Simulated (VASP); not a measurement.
A convergence study with VASP on Ta (bcc): one setting is varied, all else stays as given below, so the limit is that of these other settings. The cell's lengths are 1 % over those of the tabulated start, so it is off equilibrium.

```
Ta
1.0
   -1.66650     1.66650     1.66650
    1.66650    -1.66650     1.66650
    1.66650     1.66650    -1.66650
Ta
1
Cartesian
  0.00000   0.00000   0.00000
```

Method: LDA (Ceperley-Alder, Perdew-Zunger), VASP's LDA PAW potentials (set 64) (plane waves; VASP). The tightest run used: 1000 eV cut-off, 17×17×17 Γ-centred mesh, first-order Methfessel-Paxton smearing of 0.10 eV, potentials Ta_pv.

Q: The settings run are ENCUT = 150; ENCUT = 200; ENCUT = 250; ENCUT = 300; ENCUT = 350; ENCUT = 400; ENCUT = 450; ENCUT = 500; ENCUT = 550; ENCUT = 600; ENCUT = 650; ENCUT = 700; ENCUT = 750; ENCUT = 800; ENCUT = 850; ENCUT = 1000. From which on does the stress (every component) stay within 0.1 GPa of the tightest run?

A: From ENCUT = 400 on: it is off by 0.07 there and by no more than 0.1 in any finer run, while ENCUT = 350 is off by 0.20.
| setting | E (eV/atom) | pressure (GPa) | plane waves | difference judged (GPa) |
|---|---|---|---|---|
| ENCUT = 150 | -12.8404 | -69.76 | 83 | 56.54 |
| ENCUT = 200 | -12.7834 | -17.08 | 135 | 3.86 |
| ENCUT = 250 | -12.7728 | -13.85 | 177 | 0.63 |
| ENCUT = 300 | -12.7741 | -13.75 | 236 | 0.54 |
| ENCUT = 350 | -12.7755 | -13.41 | 285 | 0.20 |
| ENCUT = 400 | -12.7757 | -13.28 | 366 | 0.07 |
| ENCUT = 450 | -12.7756 | -13.26 | 414 | 0.05 |
| ENCUT = 500 | -12.7757 | -13.25 | 479 | 0.04 |
| ENCUT = 550 | -12.7757 | -13.24 | 559 | 0.02 |
| ENCUT = 600 | -12.7757 | -13.23 | 635 | 0.01 |
| ENCUT = 650 | -12.7758 | -13.22 | 715 | 0.01 |
| ENCUT = 700 | -12.7758 | -13.22 | 792 | 0.00 |
| ENCUT = 750 | -12.7758 | -13.22 | 899 | 0.00 |
| ENCUT = 800 | -12.7758 | -13.22 | 968 | 0.00 |
| ENCUT = 850 | -12.7758 | -13.21 | 1055 | 0.00 |
| ENCUT = 1000 | -12.7756 | -13.21 | 1348 | 0.00 |

Left out are rungs that failed or repeat a setting and relaxations that didn't move; long series are thinned to 24 rows.

The compound is Ta in the bcc structure. The cell was not relaxed at this level.
